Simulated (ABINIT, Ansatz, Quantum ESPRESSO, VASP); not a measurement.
One structure in several programs: SnTe (Fm-3m, 2 atoms in the cell)

Self-consistent single point.

```
SnTe
1.0
    0.00000     3.09364     3.09364
    3.09364     0.00000     3.09364
    3.09364     3.09364     0.00000
Sn Te
1 1
Direct
  0.00000   0.00000   0.00000
  0.50000   0.50000   0.50000
```

All programs got the same cell, k-point mesh and kind of occupations (in Ansatz's words: kpoints.mp_grid.grid = 5 5 5; scf.occupations.method = fermi_dirac; scf.occupations.width = 0.01 eV); potentials, basis and cutoffs are each program's usual ones.

```csv
code,model,pressure (GPa),cutoff
Ansatz,"PBE, default PAW files",5.22,420 eV
VASP,"PBE, VASP's PBE PAW potentials (set 64)",5.04,300 eV
ABINIT,"PBE, norm-conserving pseudopotentials (PseudoDojo nc-sr-05 PBE standard)",5.16,1116 eV
Quantum ESPRESSO,"PBE, SSSP 1.1.2 precision (PBE) pseudopotentials",4.99,50 Ry
```

The spread over the programs that give each value: pressure within 0.23 GPa.

The starting cell has typed, rounded lattice constants, without a prior relaxation at this level. Its lattice was rescaled by a random factor within 2.5 % of one. On Ansatz's run: Spin-orbit coupling is off. In the base run, with a pressure of about 5 GPa the cell is away from its equilibrium volume at this level. A gap is left out here, as mesh or smearing make it unsure.

Q: Why do the programs differ, and what cannot be compared?

A: Differences of this kind can come from the potentials, where these differ, and from what each basis and cutoff leave unconverged. The valence holds different numbers of electrons (Ansatz (a program for electronic structure) 30, VASP 20, ABINIT 30, Quantum ESPRESSO 20). The zero of total energies and Fermi levels follows the potentials and each program's conventions, so they are not compared here. Ansatz's pressure is given at a fixed set of plane waves, as the other plane-wave codes print theirs; with its correction for the finite basis it is 5.25 GPa.

This mesh misses zone-boundary points where a band edge of such crystals can lie, so no gaps are given.

VASP's run is marked for a possible Pulay error in its stress at this cutoff; no cutoff test was made.

Left out of this page: GPAW, CP2K, Elk, FLEUR and SIESTA (not drawn, or without a comparable value).

Keys are those of Ansatz 0.2.
